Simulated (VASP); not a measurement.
Method: TPSS meta-GGA, VASP's PBE PAW potentials (set 64) (plane waves; VASP).

VASP input:

File KPOINTS:
```
Automatic mesh
0
Gamma
5 5 5
0 0 0
```

INCAR:
```
ALGO=Normal
EDIFF=1E-6
EDIFFG=-0.02
ENCUT=520
IBRION=2
ISIF=3
ISMEAR=0
LASPH=T
LCHARG=F
LMAXMIX=4
LMIXTAU=T
LREAL=F
LWAVE=F
METAGGA=TPSS
NELM=100
NSW=60
PREC=Accurate
SIGMA=0.05
SYSTEM=BaZrO3
```

### POSCAR
```
BaZrO3
1
    4.2207026887     0.0000000000     0.0000000000
    0.0000000000     4.2207026887     0.0000000000
   -0.0000000000     0.0000000000     4.2207026887
Ba Zr O
1 1 3
Direct
  0.0000000000   0.0000000000   0.0000000000
  0.5000000000   0.5000000000   0.5000000000
  0.5000000000   0.0000000000   0.5000000000
  0.0000000000   0.5000000000   0.5000000000
  0.5000000000   0.5000000000   0.0000000000
```

POTCAR, in this order: Ba_sv Zr_sv O (PBE.64 set). Program: vasp_std.

What VASP printed:

File OSZICAR:
```
       N       E                     dE             d eps       ncg     rms          rms(c)
DAV:   1     0.401082607682E+03    0.40108E+03   -0.23025E+04   720   0.186E+03
DAV:   2     0.633352788048E+02   -0.33775E+03   -0.33165E+03   680   0.482E+02
DAV:   3     0.262549496881E+02   -0.37080E+02   -0.36944E+02   832   0.207E+02
DAV:   4     0.251370161892E+02   -0.11179E+01   -0.11162E+01   736   0.318E+01
DAV:   5     0.250819030778E+02   -0.55113E-01   -0.55095E-01   856   0.701E+00    0.502E+01
DAV:   6    -0.690727451098E+02   -0.94155E+02   -0.37642E+02   480   0.208E+02    0.161E+01
DAV:   7    -0.653266201393E+02    0.37461E+01   -0.20229E+01   688   0.380E+01    0.719E+00
DAV:   8    -0.649208893036E+02    0.40573E+00   -0.32562E+00   720   0.104E+01    0.368E+00
DAV:   9    -0.648737715547E+02    0.47118E-01   -0.12221E+00   792   0.735E+00    0.145E+00
DAV:  10    -0.650328595221E+02   -0.15909E+00   -0.25890E-01   728   0.449E+00    0.788E-01
DAV:  11    -0.650659154886E+02   -0.33056E-01   -0.81427E-02   632   0.228E+00    0.606E-01
DAV:  12    -0.650762258923E+02   -0.10310E-01   -0.10723E-01   568   0.207E+00    0.373E-01
DAV:  13    -0.650826191536E+02   -0.63933E-02   -0.99275E-03   568   0.700E-01    0.109E-01
DAV:  14    -0.650828330689E+02   -0.21392E-03   -0.36684E-03   624   0.332E-01    0.785E-02
DAV:  15    -0.650827538502E+02    0.79219E-04   -0.39150E-04   560   0.127E-01    0.248E-02
DAV:  16    -0.650827582768E+02   -0.44265E-05   -0.32249E-05   608   0.463E-02    0.139E-02
DAV:  17    -0.650827615823E+02   -0.33055E-05   -0.12351E-05   616   0.332E-02    0.654E-03
DAV:  18    -0.650827697207E+02   -0.81385E-05   -0.32916E-06   616   0.143E-02    0.259E-03
DAV:  19    -0.650827700951E+02   -0.37436E-06   -0.41694E-07   376   0.486E-03
   1 F= -.65082770E+02 E0= -.65082770E+02  d E =-.650828E+02
```

File OUTCAR:
```
------------------------ aborting loop because EDIFF is reached ----------------------------------------
  FORCE on cell =-STRESS in cart. coord.  units (eV):
  Direction    XX          YY          ZZ          XY          YZ          ZX
  --------------------------------------------------------------------------------------
  Total       -0.0006543     -0.0006543     -0.0006543      0.0000000      0.0000000     -0.0000000
  in kB       -0.0139425     -0.0139425     -0.0139425      0.0000000      0.0000000     -0.0000000
  external PRESSURE =      -0.0139425 kB  Pullay stress =       0.0000000 kB
  volume of cell :       75.19
      direct lattice vectors                 reciprocal lattice vectors
     4.220702689  0.000000000  0.000000000     0.236927373  0.000000000  0.000000000
     0.000000000  4.220702689  0.000000000     0.000000000  0.236927373  0.000000000
     0.000000000  0.000000000  4.220702689     0.000000000  0.000000000  0.236927373
 POSITION                                       TOTAL-FORCE (eV/Angst)
 -----------------------------------------------------------------------------------
      0.00000      0.00000      0.00000         0.000000      0.000000      0.000000
      2.11035      2.11035      2.11035         0.000000      0.000000      0.000000
      2.11035      0.00000      2.11035         0.000000      0.000000      0.000000
      0.00000      2.11035      2.11035         0.000000      0.000000      0.000000
      2.11035      2.11035      0.00000         0.000000      0.000000      0.000000
 -----------------------------------------------------------------------------------
    total drift:                                0.000000     -0.000000     -0.000000
  FREE ENERGIE OF THE ION-ELECTRON SYSTEM (eV)
  ---------------------------------------------------
  free  energy   TOTEN  =       -65.0827700951 eV

  energy  without entropy=      -65.0827700951  energy(sigma->0) =      -65.08277010

 reached required accuracy - stopping structural energy minimisation
```
(Selected blocks of OUTCAR.)

The compound is BaZrO3 in the cubic perovskite structure. It was relaxed first. The start is the result of an earlier pass.
